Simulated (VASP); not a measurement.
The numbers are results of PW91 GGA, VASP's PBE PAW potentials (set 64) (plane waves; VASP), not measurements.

Input for VASP

File POSCAR:
```
Re
1
    1.3773964163    -2.3857204591     0.0000000000
    1.3773964163     2.3857204591     0.0000000000
    0.0000000000     0.0000000000     4.4458103216
Re
2
Direct
  0.3333330000   0.6666670000   0.2500000000
  0.6666670000   0.3333330000   0.7500000000
```

File KPOINTS:
```
Automatic mesh
0
Gamma
15 15 8
0 0 0
```

**INCAR**
```
ALGO = Normal
EDIFF = 1E-7
EDIFFG = -0.01
ENCUT = 520
GGA = 91
IBRION = 2
ISIF = 4
ISMEAR = 1
LASPH = .TRUE.
LCHARG = .FALSE.
LMAXMIX = 6
LREAL = .FALSE.
LWAVE = .FALSE.
NELM = 100
NSW = 30
PREC = Accurate
SIGMA = 0.1
SYSTEM = Re
```

POTCAR, in this order: Re (PBE.64 set). Program: vasp_std.

Output

### OUTCAR
```
 ion  position               nearest neighbor table
   1  0.333  0.667  0.250-   2 2.73   2 2.73   2 2.73   2 2.73   2 2.73   2 2.73
   2  0.667  0.333  0.750-   1 2.73   1 2.73   1 2.73   1 2.73   1 2.73   1 2.73
  LATTYP: Found a hexagonal cell.
 ALAT       =     2.7547927321
 C/A-ratio  =     1.6138456697
 Subroutine PRICEL returns:
 Original cell was already a primitive cell.
 Subroutine GETGRP returns: Found 24 space group operations
The static configuration has the point symmetry D_3d.
 The point group associated with its full space group is D_6h.
The dynamic configuration has the point symmetry D_3d.
 Subroutine INISYM returns: Found 24 space group operations
 Subroutine IBZKPT returns following result:
 Found    135 irreducible k-points:

 Following reciprocal coordinates:
            Coordinates               Weight
  0.000000  0.000000  0.000000      1.000000
  0.066667  0.000000  0.000000      6.000000
  0.133333  0.000000  0.000000      6.000000
  0.200000  0.000000  0.000000      6.000000
  0.266667  0.000000  0.000000      6.000000
  0.333333  0.000000  0.000000      6.000000
  0.400000  0.000000  0.000000      6.000000
...
```

OSZICAR:
```
       N       E                     dE             d eps       ncg     rms          rms(c)
DAV:   1     0.278079700209E+02    0.27808E+02   -0.69250E+03  5322   0.158E+03
DAV:   2    -0.195676957076E+02   -0.47376E+02   -0.40232E+02  4644   0.316E+02
DAV:   3    -0.256945414258E+02   -0.61268E+01   -0.49410E+01  5014   0.260E+02
DAV:   4    -0.260311041356E+02   -0.33656E+00   -0.29643E+00  5411   0.267E+01
DAV:   5    -0.260416913683E+02   -0.10587E-01   -0.10149E-01  5226   0.302E+00    0.486E+01
DAV:   6    -0.250047990892E+02    0.10369E+01   -0.10164E+00  5545   0.320E+01    0.204E+01
DAV:   7    -0.246536621105E+02    0.35114E+00   -0.73151E-01  5707   0.261E+01    0.570E-01
DAV:   8    -0.246415524870E+02    0.12110E-01   -0.10560E-02  5863   0.134E+00    0.246E-01
DAV:   9    -0.246409759411E+02    0.57655E-03   -0.41543E-04  5552   0.185E-01    0.384E-02
DAV:  10    -0.246409935390E+02   -0.17598E-04   -0.41302E-05  4990   0.608E-02    0.550E-03
DAV:  11    -0.246409929428E+02    0.59626E-06   -0.55740E-07  4193   0.184E-02    0.311E-03
DAV:  12    -0.246409922494E+02    0.69333E-06   -0.43428E-08  2706   0.697E-03    0.583E-04
DAV:  13    -0.246409922404E+02    0.90376E-08   -0.24925E-08  2639   0.631E-03
   1 F= -.24640992E+02 E0= -.24641206E+02  d E =-.246410E+02
       N       E                     dE             d eps       ncg     rms          rms(c)
DAV:   1    -0.246432458167E+02   -0.22536E-02   -0.24338E-01  4496   0.182E+01    0.270E-01
DAV:   2    -0.246413406872E+02    0.19051E-02   -0.27685E-03  5524   0.694E-01    0.136E-01
DAV:   3    -0.246407495970E+02    0.59109E-03   -0.13104E-03  5704   0.511E-01    0.216E-02
DAV:   4    -0.246407508552E+02   -0.12582E-05   -0.38231E-05  4799   0.686E-02    0.865E-03
DAV:   5    -0.246407501215E+02    0.73371E-06   -0.37196E-07  3641   0.246E-02    0.343E-03
DAV:   6    -0.246407500581E+02    0.63397E-07   -0.12350E-07  2740   0.934E-03
   2 F= -.24640750E+02 E0= -.24640928E+02  d E =0.242182E-03
       N       E                     dE             d eps       ncg     rms          rms(c)
DAV:   1    -0.246421856978E+02   -0.14356E-02   -0.74004E-02  4474   0.101E+01    0.149E-01
DAV:   2    -0.246416082523E+02    0.57745E-03   -0.83398E-04  5498   0.382E-01    0.743E-02
DAV:   3    -0.246414335782E+02    0.17467E-03   -0.38063E-04  5687   0.277E-01    0.126E-02
DAV:   4    -0.246414340678E+02   -0.48962E-06   -0.11125E-05  4776   0.375E-02    0.481E-03
DAV:   5    -0.246414339708E+02    0.97035E-07   -0.63303E-08  2692   0.132E-02
   3 F= -.24641434E+02 E0= -.24641630E+02  d E =-.441730E-03
```

File OUTCAR:
```
------------------------ aborting loop because EDIFF is reached ----------------------------------------
  FORCE on cell =-STRESS in cart. coord.  units (eV):
  Direction    XX          YY          ZZ          XY          YZ          ZX
  --------------------------------------------------------------------------------------
  Total        2.1846196      2.1846194      2.1839237      0.0000000     -0.0000000      0.0000000
  in kB      119.7917690    119.7917568    119.7536123      0.0000000     -0.0000000      0.0000000
  external PRESSURE =     119.7790460 kB  Pullay stress =       0.0000000 kB
  volume of cell :       29.22
      direct lattice vectors                 reciprocal lattice vectors
     1.375668011 -2.382726768  0.000000000     0.363459785 -0.209843616 -0.000000000
     1.375668011  2.382726768 -0.000000000     0.363459785  0.209843616 -0.000000000
     0.000000000 -0.000000000  4.456988887     0.000000000  0.000000000  0.224366725
 POSITION                                       TOTAL-FORCE (eV/Angst)
 -----------------------------------------------------------------------------------
      1.37567      0.79424      1.11425        -0.000000     -0.000000      0.000000
      1.37567     -0.79424      3.34274         0.000000      0.000000      0.000000
 -----------------------------------------------------------------------------------
    total drift:                               -0.000000      0.000008     -0.000016
  FREE ENERGIE OF THE ION-ELECTRON SYSTEM (eV)
  ---------------------------------------------------
  free  energy   TOTEN  =       -24.6414339708 eV

  energy  without entropy=      -24.6420220529  energy(sigma->0) =      -24.64163000

 reached required accuracy - stopping structural energy minimisation
```
(Selected blocks of OUTCAR.)

File CONTCAR:
```
Re
   1.00000000000000
     1.3756680106721046   -2.3827267676632400    0.0000000000000000
     1.3756680106721046    2.3827267676632400   -0.0000000000000000
     0.0000000000000000   -0.0000000000000000    4.4569888871734173
  Re
     2
Direct
     0.3333330000000032    0.6666669999999968    0.2500000000000000
     0.6666669999999968    0.3333330000000032    0.7500000000000000
```

The compound is Re in the hcp structure. This cell is one point of a volume scan, at 0.97 of the reference volume. Symmetry was kept, so distortions that lower it aren't found.
